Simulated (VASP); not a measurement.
Set up this calculation in VASP 6.6.1, as the native input.

* Task: relaxation of cell and atoms
* Functional: PBE
* Potentials or basis: VASP PAW PBE potentials, release 64 (Sc_sv, In_d, N)
* Cutoff: 520 eV
* k mesh: 10 × 10 × 4
* Occupations: gaussian, width 0.1 eV
* Spin: no spin polarisation
* Further INCAR settings: ALGO = Normal; EDIFF = 1e-07; IBRION = 2; POTIM = 0.3; EDIFFG = -0.005; NSW = 60; ISIF = 3

The structure of ScIn3N2 lies in POSCAR:

```
ScIn3N2                                 
1.0
    3.3875369664      0.0000000001      0.0000000000
   -1.6937684880      2.9336930698     -0.0000000000
    0.0000000000      0.0000000000     11.5067845033
  Sc              In              N             
     1     3     2
Direct
     0.3333333300000021    0.6666666699999979    0.7674577659547401
     0.6666666699999979    0.3333333300000021    0.5200345932469215
     0.6666666699999979    0.3333333300000021    0.0052484086171128
     0.3333333300000021    0.6666666699999979    0.2445617125760769
     0.0000000000000000    0.0000000000000000    0.7073066862323104
     0.0000000000000000    0.0000000000000000    0.1175498133728353
```

The cell was built by a generator and needn't be a form met in nature.

The input as run:

INCAR

```
SYSTEM = ScIn3N2
  PREC = Accurate
  ENCUT = 520
  EDIFF = 1E-7
  ISMEAR = 0
  SIGMA = 0.1
  LREAL = .FALSE.
  LASPH = .TRUE.
  NELM = 120
  ALGO = Normal
  ISIF = 3
  LWAVE = .FALSE.
  LCHARG = .FALSE.
  GGA = PE
  IBRION = 2
  NSW = 60
  EDIFFG = -0.005
  POTIM = 0.3
  KPAR = 4
```

KPOINTS

```
Automatic mesh
0
G
  10 10 4
  0 0 0
```

Potentials or basis: VASP PAW PBE potentials, release 64 (Sc_sv, In_d, N).

Command:

```sh
$ cat potpaw_PBE.64/Sc_sv/POTCAR potpaw_PBE.64/In_d/POTCAR potpaw_PBE.64/N/POTCAR > POTCAR
$ mpirun -np 4 vasp_std > vasp.out
```

Results of the run:

| Quantity | Value |
| --- | --- |
| Relaxed volume | 19.16 Å³/atom |
| Relaxed cell | a = 3.384 Å, b = 3.384 Å, c = 11.590 Å, α = 90.00°, β = 90.00°, γ = 120.00° |
| Space group after relaxing (to 0.05 Å) | P3m1 (No. 156) |
| Energy gained by relaxing | 0.2 meV/atom |
| Ionic steps | 21 |
| Pressure after relaxing | 0.0 GPa |
| Band gap on the k mesh | none (metal or under the smearing width) |

Caveat: this functional lacks dispersion, which binds the layers, so the pressure and a relaxed spacing across them are unreliable.

It took 9.5 min on 4 MPI ranks on AMD EPYC 9R14 (Zen 4), with other jobs on the host, peak memory 0.37 GiB a rank.
